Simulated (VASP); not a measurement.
Output of a VASP run:

File OSZICAR:
```
       N       E                     dE             d eps       ncg     rms          rms(c)
DAV:   1    -0.250651555833E+01   -0.25065E+01   -0.16671E+03   696   0.636E+02
DAV:   2    -0.723714691641E+01   -0.47306E+01   -0.45671E+01   984   0.692E+01
DAV:   3    -0.731170128554E+01   -0.74554E-01   -0.74554E-01   840   0.829E+00
DAV:   4    -0.731209410743E+01   -0.39282E-03   -0.39282E-03   894   0.605E-01
DAV:   5    -0.731209646772E+01   -0.23603E-05   -0.23603E-05   852   0.331E-02    0.274E+00
DAV:   6    -0.677437338483E+01    0.53772E+00   -0.19497E-01  1038   0.386E+00    0.184E+00
DAV:   7    -0.704735969889E+01   -0.27299E+00   -0.95038E-01   930   0.498E+00    0.109E+00
DAV:   8    -0.657304307825E+01    0.47432E+00   -0.22288E-01   690   0.453E+00    0.269E-01
DAV:   9    -0.669056958901E+01   -0.11753E+00   -0.80136E-02   690   0.360E+00    0.107E-01
DAV:  10    -0.670875055360E+01   -0.18181E-01   -0.23912E-02   690   0.128E+00    0.112E-01
DAV:  11    -0.670846921428E+01    0.28134E-03   -0.10604E-03   894   0.324E-01    0.339E-02
DAV:  12    -0.670834695526E+01    0.12226E-03   -0.15470E-04   684   0.183E-01    0.243E-02
DAV:  13    -0.670848864536E+01   -0.14169E-03   -0.15878E-04   672   0.138E-01    0.262E-03
DAV:  14    -0.670850283070E+01   -0.14185E-04   -0.14861E-05   684   0.489E-02    0.150E-03
DAV:  15    -0.670850341150E+01   -0.58080E-06   -0.12338E-06   852   0.116E-02    0.552E-04
DAV:  16    -0.670850318553E+01    0.22597E-06   -0.30228E-07   738   0.610E-03    0.540E-04
DAV:  17    -0.670850511338E+01   -0.19279E-05   -0.24188E-07   708   0.526E-03    0.333E-04
DAV:  18    -0.670850486977E+01    0.24362E-06   -0.12239E-08   444   0.108E-03    0.727E-05
DAV:  19    -0.670850501789E+01   -0.14812E-06   -0.69554E-10   342   0.312E-04    0.515E-05
DAV:  20    -0.670850509186E+01   -0.73966E-07   -0.49670E-10   354   0.340E-04
   1 F= -.67085051E+01 E0= -.67085051E+01  d E =-.273070E-11
```

File OUTCAR:
```
------------------------ aborting loop because EDIFF is reached ----------------------------------------
  FORCE on cell =-STRESS in cart. coord.  units (eV):
  Direction    XX          YY          ZZ          XY          YZ          ZX
  --------------------------------------------------------------------------------------
  Total        0.1128129      0.1128129      0.1128129      0.0000000      0.0000000     -0.0000000
  in kB       11.7787263     11.7787263     11.7787263      0.0000000      0.0000000     -0.0000000
  external PRESSURE =      11.7787263 kB  Pullay stress =       0.0000000 kB
  volume of cell :       15.35
      direct lattice vectors                 reciprocal lattice vectors
     0.000000000  1.972333396  1.972333396    -0.253506837  0.253506837  0.253506837
     1.972333396  0.000000000  1.972333396     0.253506837 -0.253506837  0.253506837
     1.972333396  1.972333396  0.000000000     0.253506837  0.253506837 -0.253506837
  FREE ENERGIE OF THE ION-ELECTRON SYSTEM (eV)
  ---------------------------------------------------
  free  energy   TOTEN  =        -6.7085050919 eV

  energy  without entropy=       -6.7085050919  energy(sigma->0) =       -6.70850509
```
(Selected blocks of OUTCAR.)

### POSCAR
```
LiH
1
    0.0000000000     1.9723333961     1.9723333961
    1.9723333961     0.0000000000     1.9723333961
    1.9723333961     1.9723333961     0.0000000000
Li H
1 1
Direct
  0.0000000000   0.0000000000   0.0000000000
  0.5000000000   0.5000000000   0.5000000000
```

Q: Reconstruct the remaining input files.

A: One answer among several that fit: the input of the run itself, r2SCAN+rVV10, plane waves, VASP's PBE PAW potentials (set 64).

File KPOINTS:
```
Automatic mesh
0
Gamma
11 11 11
0 0 0
```

**INCAR**
```
SYSTEM  =  LiH
PREC  =  Accurate; ENCUT  =  520; LREAL  =  .False.
LASPH  =  .True.
EDIFF  =  1E-7; NELM  =  100; ALGO  =  Normal
LMIXTAU  =  .True.
ISMEAR  =  0; SIGMA  =  0.05
METAGGA  =  R2SCAN; LUSE_VDW  =  .True.; BPARAM  =  11.95
CPARAM  =  0.0093
ISIF  =  2
LWAVE  =  .False.; LCHARG  =  .False.
```

POTCAR, in this order: Li_sv H (PBE.64 set). Program: vasp_std.

The compound is LiH in the rock salt structure. This cell is one point of a volume scan, at 0.97 of the reference volume.
